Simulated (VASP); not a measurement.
# Be3SnS: single point with PBEsol

Be3SnS:

```xyz
5
Lattice="4.1476 0.0000 0.0000 0.0000 4.1476 0.0000 0.0000 0.0000 4.1476" Properties=species:S:1:pos:R:3 pbc="T T T"
Sn    0.0000    0.0000    0.0000
S     2.0738    2.0738    2.0738
Be    2.0738    2.0738    0.0000
Be    2.0738    0.0000    2.0738
Be    0.0000    2.0738    2.0738
```

The cell comes from a database or a generator and needn't be the stable form of this composition.

```
Program                : VASP 6.6.1
Task                   : single point
Functional             : PBEsol
Potentials or basis    : VASP PAW PBE potentials, release 64 (Sn_d, S, Be)
Cutoff                 : 520 eV
k mesh                 : 4 × 4 × 4
Occupations            : gaussian, width 0.05 eV
Spin                   : no spin polarisation
Dipole correction      : no
Further INCAR settings : ALGO = Normal; EDIFF = 1e-06; NBANDS = 21
```

```json
{"Pressure": "0.9 GPa", "Band gap on the k mesh": "none (metal or under the smearing width)"}
```

Levels at points of the mesh, in eV from the Fermi level:
```csv
k point,band 10,band 11,band 12,band 13,band 14,band 15,band 16,band 17
"(0.00, 0.00, 0.00)",-7.24,-0.67,-0.67,0.62,0.62,0.62,3.94,3.94
"(0.50, 0.00, 0.00)",-4.25,-3.64,-0.95,-0.95,0.34,1.40,3.67,3.67
"(0.50, 0.50, 0.00)",-6.54,-0.73,-0.73,-0.15,0.93,0.93,1.58,1.91
"(0.50, 0.50, 0.50)",-5.73,-4.30,-4.30,-4.30,3.31,3.31,4.95,4.95
```

Run time: 13 s on 1 thread of AMD EPYC 7R13 Processor (Zen 3), with other jobs on the host, peak memory 0.15 GiB.

Caveat: the k mesh is coarse (spacing up to 0.38 Å⁻¹), so the values aren't converged; the PAW data sets were made with another functional, which shifts forces and pressure a little.
